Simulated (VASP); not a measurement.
Wanted: the native input for a VASP 6.6.1 run.

- Task: relaxation of cell and atoms
- Functional: PBE
- Potentials or basis: VASP PAW PBE potentials, release 64 (Mg, Ti_sv, N)
- Cutoff: 520 eV
- k mesh: 3 × 3 × 5
- Occupations: gaussian, width 0.15 eV
- Spin: no spin polarisation
- Further INCAR settings: PREC = Normal; ALGO = Fast; EDIFF = 0.0001; IBRION = 2; EDIFFG = -0.08; NSW = 24; ISIF = 3

The structure of Mg2TiN2 lies in POSCAR:

```
Mg2TiN2
1.0
    3.3758161500     -3.8513080900      0.0000000000
    3.3758161500      3.8513080900      0.0000000000
    0.0000000000      0.0000000000      2.9161936700
Mg Ti N
2 1 2
Direct
    0.3505625800      0.6494374200      0.0000000000
    0.6494374200      0.3505625800      0.0000000000
    0.0000000000      0.0000000000      0.0000000000
    0.0000000000      0.5000000000      0.0000000000
    0.5000000000      0.0000000000      0.0000000000
```

The cell was built by a generator and needn't be a form met in nature.

The input as run:

INCAR

```
SYSTEM = Mg2TiN2
PREC = Normal ; ENCUT = 520
EDIFF = 1E-4 ; ISMEAR = 0
SIGMA = 0.15 ; LREAL = .FALSE.
LASPH = .TRUE. ; NELM = 60
ALGO = Fast ; ISIF = 3
LWAVE = .FALSE. ; LCHARG = .FALSE.
GGA = PE ; IBRION = 2
NSW = 24 ; EDIFFG = -0.08
```

KPOINTS

```
Automatic mesh
0
G
  3 3 5
  0 0 0
```

Potentials or basis: VASP PAW PBE potentials, release 64 (Mg, Ti_sv, N).

Command:

```sh
$ cat potpaw_PBE.64/Mg/POTCAR potpaw_PBE.64/Ti_sv/POTCAR potpaw_PBE.64/N/POTCAR > POTCAR
$ mpirun -np 1 vasp_std > vasp.out
```

Results of the run:

| Item | Value |
| --- | --- |
| Relaxed volume | 16.65 Å³/atom |
| Relaxed cell | a = 5.326 Å, b = 5.326 Å, c = 2.994 Å, α = 90.00°, β = 90.00°, γ = 101.35° |
| Space group after relaxing (to 0.05 Å) | Cmmm (No. 65) |
| Energy gained by relaxing | 46.0 meV/atom |
| Ionic steps | 7 |
| Pressure after relaxing | 0.0 GPa |
| Largest force after relaxing | 0.029 eV/Å |
| Band gap on the k mesh | none (metal or under the smearing width) |

Caveat: the k mesh is coarse (spacing up to 0.43 Å⁻¹), so the values aren't converged; the relaxation stopped at a loose force limit of 0.08 eV/Å, so its end isn't a converged minimum.

Run time: 63 s on 1 thread of Intel(R) Xeon(R) Platinum 8488C (Sapphire Rapids), on a shared host, peak memory 0.15 GiB.
